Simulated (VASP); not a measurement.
Here is the system:

```yaml
crystal:
  lattice:
    - [3.25176, 0.00000, 0.00000]
    - [-1.62588, 2.81611, 0.00000]
    - [0.00000, 0.00000, 5.41795]
  atoms:
    - { symbol: Be, position: [0.33333, 0.66667, 0.00218] }
    - { symbol: Be, position: [0.66667, 0.33333, 0.50218] }
    - { symbol: Se, position: [0.33333, 0.66667, 0.37282] }
    - { symbol: Se, position: [0.66667, 0.33333, 0.87282] }
```

The numbers are results of PBEsol GGA, VASP's PBE PAW potentials (set 64) (plane waves; VASP 6.6.1), not measurements. Run with 500 eV cut-off, 8×8×4 Γ-centred mesh, Gaussian smearing of 0.050 eV, potentials Be Se.

Task: What does the run give for the energy per atom (σ→0), pressure?

Result: 
```yaml
energy per atom (σ→0): -4.225 eV/atom
pressure: 44.96 GPa
```

The absolute energy has meaning only against runs of the same code, potentials and settings.

The structure was generated: BeSe was put into the wurtzite type (P6_3mc), which need not be its known phase. It was relaxed first under an external pressure of 45 GPa.
